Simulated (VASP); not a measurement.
Output of a VASP run:

File OUTCAR:
```
 ion  position               nearest neighbor table
   1  0.000  0.000  0.000-   2 2.49   2 2.49   2 2.49   2 2.49   2 2.49   2 2.49   2 2.49   2 2.49
  LATTYP: Found a simple cubic cell.
 ALAT       =     2.8699690000
 Subroutine PRICEL returns:
 Original cell was already a primitive cell.
 Subroutine GETGRP returns: Found 48 space group operations
The static configuration has the point symmetry O_h .
The dynamic configuration has the point symmetry O_h .
The overall configuration has the point symmetry O_h .
 Subroutine INISYM returns: Found 48 space group operations
 Subroutine IBZKPT returns following result:
 Found     56 irreducible k-points:

 Following reciprocal coordinates:
            Coordinates               Weight
  0.000000  0.000000  0.000000      1.000000
  0.090909  0.000000  0.000000      6.000000
  0.181818  0.000000  0.000000      6.000000
  0.272727  0.000000  0.000000      6.000000
  0.363636  0.000000  0.000000      6.000000
  0.454545  0.000000  0.000000      6.000000
  0.090909  0.090909  0.000000     12.000000
  0.181818  0.090909  0.000000     24.000000
  0.272727  0.090909  0.000000     24.000000
  0.363636  0.090909  0.000000     24.000000
  0.454545  0.090909  0.000000     24.000000
  0.181818  0.181818  0.000000     12.000000
  0.272727  0.181818  0.000000     24.000000
  0.363636  0.181818  0.000000     24.000000
  0.454545  0.181818  0.000000     24.000000
  0.272727  0.272727  0.000000     12.000000
  0.363636  0.272727  0.000000     24.000000
  0.454545  0.272727  0.000000     24.000000
  0.363636  0.363636  0.000000     12.000000
  0.454545  0.363636  0.000000     24.000000
  0.454545  0.454545  0.000000     12.000000
  0.090909  0.090909  0.090909      8.000000
  0.181818  0.090909  0.090909     24.000000
  0.272727  0.090909  0.090909     24.000000
  0.363636  0.090909  0.090909     24.000000
  0.454545  0.090909  0.090909     24.000000
  0.181818  0.181818  0.090909     24.000000
  0.272727  0.181818  0.090909     48.000000
  0.363636  0.181818  0.090909     48.000000
  0.454545  0.181818  0.090909     48.000000
  0.272727  0.272727  0.090909     24.000000
  0.363636  0.272727  0.090909     48.000000
  0.454545  0.272727  0.090909     48.000000
  0.363636  0.363636  0.090909     24.000000
  0.454545  0.363636  0.090909     48.000000
  0.454545  0.454545  0.090909     24.000000
  0.181818  0.181818  0.181818      8.000000
  0.272727  0.181818  0.181818     24.000000
  0.363636  0.181818  0.181818     24.000000
  0.454545  0.181818  0.181818     24.000000
   k-points           NKPTS =     56   k-points in BZ     NKDIM =     56   number of bands    NBANDS=     17
   number of dos      NEDOS =    301   number of ions     NIONS =      2
   total plane-waves  NPLWV =   8000
   dimension x,y,z NGX =    20 NGY =   20 NGZ =   20
   dimension x,y,z NGXF=    40 NGYF=   40 NGZF=   40
   ions per type =               1   1
   PREC   = accura    normal or accurate (medium, high low for compatibility)
   ISTART =      0    job   : 0-new  1-cont  2-samecut
   ICHARG =      2    charge: 1-file 2-atom 10-const
   ISPIN  =      2    spin polarized calculation?
   LNONCOLLINEAR =      F non collinear calculations
   LSORBIT =      F    spin-orbit coupling
   INIWAV =      1    electr: 0-lowe 1-rand  2-diag
   ENCUT  =  400.0 eV  29.40 Ry    5.42 a.u.   4.68  4.68  4.68*2*pi/ulx,y,z
   NELM   =    100;   NELMIN=  2; NELMDL= -5     # of ELM steps
   EDIFF  = 0.1E-02   stopping-criterion for ELM
   LREAL  =      F    real-space projection
   NLSPLINE    = F    spline interpolate recip. space projectors
   LMAXMIX     =    4 max onsite mixed and CHGCAR
   VOSKOWN=      0    Vosko Wilk Nusair interpolation
   EDIFFG = 0.1E-01   stopping-criterion for IOM
   NSW    =      0    number of steps for IOM
   NBLOCK =      1;   KBLOCK =      1    inner block; outer block
   IBRION =     -1    ionic relax: 0-MD 1-quasi-New 2-CG
...
```

OSZICAR:
```
       N       E                     dE             d eps       ncg     rms          rms(c)
DAV:   1     0.104921534188E+03    0.10492E+03   -0.95442E+03  4138   0.301E+03
DAV:   2    -0.293829358865E+01   -0.10786E+03   -0.10492E+03  3830   0.382E+02
DAV:   3    -0.119812064480E+02   -0.90429E+01   -0.89532E+01  4141   0.974E+01
DAV:   4    -0.121544771620E+02   -0.17327E+00   -0.17314E+00  4398   0.140E+01
DAV:   5    -0.121600686678E+02   -0.55915E-02   -0.55913E-02  4812   0.228E+00    0.135E+01
DAV:   6    -0.148650816796E+02   -0.27050E+01   -0.36721E+01  4199   0.686E+01    0.162E+01
DAV:   7    -0.115675658131E+02    0.32975E+01   -0.13040E+01  3948   0.504E+01    0.203E+00
DAV:   8    -0.115789317866E+02   -0.11366E-01   -0.33754E-01  4332   0.506E+00    0.146E+00
DAV:   9    -0.115643152136E+02    0.14617E-01   -0.58619E-02  4741   0.271E+00    0.642E-01
DAV:  10    -0.115632038054E+02    0.11114E-02   -0.12700E-03  2736   0.403E-01    0.154E-01
DAV:  11    -0.115629366554E+02    0.26715E-03   -0.10564E-03  1993   0.404E-01
   1 F= -.11562937E+02 E0= -.11562614E+02  d E =-.966944E-03  mag=     0.7255
```

OUTCAR:
```
------------------------ aborting loop because EDIFF is reached ----------------------------------------
  FORCE on cell =-STRESS in cart. coord.  units (eV):
  Direction    XX          YY          ZZ          XY          YZ          ZX
  --------------------------------------------------------------------------------------
  Total        1.9173298      1.9173298      1.9173298      0.0000000     -0.0000000      0.0000000
  in kB      129.9498506    129.9498506    129.9498506      0.0000000     -0.0000000      0.0000000
  external PRESSURE =     129.9498506 kB  Pullay stress =       0.0000000 kB
  volume of cell :       23.64
      direct lattice vectors                 reciprocal lattice vectors
     2.869969000  0.000000000  0.000000000     0.348435819  0.000000000  0.000000000
     0.000000000  2.869969000  0.000000000     0.000000000  0.348435819  0.000000000
     0.000000000  0.000000000  2.869969000     0.000000000  0.000000000  0.348435819
 POSITION                                       TOTAL-FORCE (eV/Angst)
 -----------------------------------------------------------------------------------
      0.00000      0.00000      0.00000         0.000000      0.000000      0.000000
      1.43498      1.43498      1.43498         0.000000      0.000000      0.000000
 -----------------------------------------------------------------------------------
    total drift:                               -0.000000      0.000000      0.000000
  FREE ENERGIE OF THE ION-ELECTRON SYSTEM (eV)
  ---------------------------------------------------
  free  energy   TOTEN  =       -11.5629366554 eV

  energy  without entropy=      -11.5619697118  energy(sigma->0) =      -11.56261434

 total charge

# of ion       s       p       d       tot
------------------------------------------
    1        0.398   0.489   7.532   8.420
    2        1.119   1.228  10.140  12.488
--------------------------------------------------
tot          1.518   1.718  17.673  20.908

 magnetization (x)

# of ion       s       p       d       tot
------------------------------------------
    1        0.010   0.000   0.725   0.735
    2        0.004   0.010  -0.010   0.005
--------------------------------------------------
tot          0.014   0.010   0.715   0.739
```
(Selected blocks of OUTCAR.)

POSCAR:
```
CoGe
1
    2.8699690000     0.0000000000     0.0000000000
    0.0000000000     2.8699690000     0.0000000000
    0.0000000000     0.0000000000     2.8699690000
Co Ge
1 1
Direct
  0.0000000000   0.0000000000   0.0000000000
  0.5000000000   0.5000000000   0.5000000000
```

### Question
Reconstruct the remaining input files.

### Answer
This is not unique; one that fits is the input of the run itself, PBE GGA, plane waves, VASP's PBE PAW potentials (set 64).

**INCAR**
```
SYSTEM = CoGe
PREC = Accurate
ENCUT = 400
EDIFF = 1E-3
NELM = 100
ALGO = Normal
LREAL = .FALSE.
LASPH = .TRUE.
ISMEAR = 1
SIGMA = 0.1
GGA = PE
LMAXMIX = 4
ISPIN = 2
MAGMOM = 3.0 0.0
LORBIT = 10
LWAVE = .FALSE.
LCHARG = .FALSE.
ISIF = 2
```

KPOINTS:
```
Automatic mesh
0
Gamma
11 11 11
0 0 0
```

POTCAR, in this order: Co Ge_d (PBE.64 set). Program: vasp_std.

The structure was generated: CoGe was put into the CsCl type (Pm-3m), which need not be its known phase. The cell was not relaxed at this level. The run is one of a series of settings (EDIFF = 1E-3 against the base run), some of them coarse on purpose.
